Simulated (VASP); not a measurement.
Given:

```
CELL_PARAMETERS angstrom
      0.00000     2.82623     2.82623
      2.82623     0.00000     2.82623
      2.82623     2.82623     0.00000
ATOMIC_POSITIONS crystal
  Be 0.00000 0.00000 0.00000
  Te 0.25000 0.25000 0.25000
```

These are optB86b-vdW, VASP's PBE PAW potentials (set 64) (plane waves; VASP) values and carry that method's errors. Numerical set-up: 520 eV cut-off, 9×9×9 Γ-centred mesh, tetrahedra with Blöchl corrections, potentials Be Te.

### Question
What does the run give for the energy per atom (σ→0)?

### Answer

| Property | Result |
|---|---|
| energy per atom (σ→0) | -2.688 eV/atom |

The compound is BeTe in the zinc blende structure. It was relaxed first.
